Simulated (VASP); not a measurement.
```
CELL_PARAMETERS angstrom
      5.40124     0.00000     0.00000
      0.00000     5.40124     0.00000
      0.00000     0.00000     5.40124
ATOMIC_POSITIONS crystal
  Fe 0.00000 0.50000 0.50000
  Fe 0.50000 0.00000 0.50000
  Fe 0.00000 0.00000 0.00000
  Fe 0.50000 0.50000 0.00000
  S  0.61691 0.88309 0.11691
  S  0.11691 0.61691 0.88309
  S  0.61691 0.61691 0.61691
  S  0.38309 0.38309 0.38309
  S  0.88309 0.11691 0.61691
  S  0.88309 0.38309 0.11691
  S  0.11691 0.88309 0.38309
  S  0.38309 0.11691 0.88309
```

All values below come from PBE GGA, VASP's PBE PAW potentials (set 64) (plane waves; VASP). Settings: 400 eV cut-off, Gaussian smearing of 0.050 eV, potentials Fe S.

Estimate the band gap (along the path) with the smallest direct gap where there is one.

```
Item                                   Result
------------------------------------  -------
band gap (along the path)             0.45 eV
smallest direct gap (along the path)  0.50 eV
```

Total energies compare only between runs with the same potentials, cut-off and functional.

The compound is FeS2 in the pyrite structure. It was relaxed first. The run is not spin-polarised, so no magnetic state was tried.
